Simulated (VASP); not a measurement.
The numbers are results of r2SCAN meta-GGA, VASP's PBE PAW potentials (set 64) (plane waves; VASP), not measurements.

Input for VASP

**INCAR**
```
ALGO = Normal
DIPOL = 0.5 0.5 0.5
EDIFF = 1E-6
ENCUT = 400
IDIPOL = 3
ISMEAR = 1
LASPH = .True.
LCHARG = .False.
LDIPOL = .True.
LMAXMIX = 4
LMIXTAU = .True.
LORBIT = 11
LREAL = .False.
LVHAR = .True.
LWAVE = .False.
METAGGA = R2SCAN
NELM = 100
NELMIN = 4
PREC = Normal
SIGMA = 0.1
SYSTEM = Cd(001) slab
```

POSCAR:
```
Cd(001) slab
1
    2.9915676430     0.0000000000     0.0000000000
   -1.4957838215     2.5907738738     0.0000000000
    0.0000000000     0.0000000000    26.2808616879
Cd
4
Direct
  0.6666670000   0.3333330000   0.4474416043
  0.3333330000   0.6666670000   0.3387521920
  0.6666670000   0.3333330000   0.6612478080
  0.3333330000   0.6666670000   0.5525583957
```

### KPOINTS
```
Automatic mesh
0
Gamma
11 11 1
0 0 0
```

POTCAR, in this order: Cd (PBE.64 set). Program: vasp_std. Read from the step before: WAVECAR.

### Question
What will the output report for the number of irreducible k-points (NKPTS), largest plane-wave count, number of space-group operations, FFT grid (NGX, NGY, NGZ)?

### Answer

| Quantity | Result |
|---|---|
| number of irreducible k-points (NKPTS) | 16 |
| largest plane-wave count | 3779 |
| number of space-group operations | 12 |
| FFT grid (NGX, NGY, NGZ) | 16 × 16 × 140 |

The cell is a thin slab with vacuum, built from Cd (hcp): (001) face.
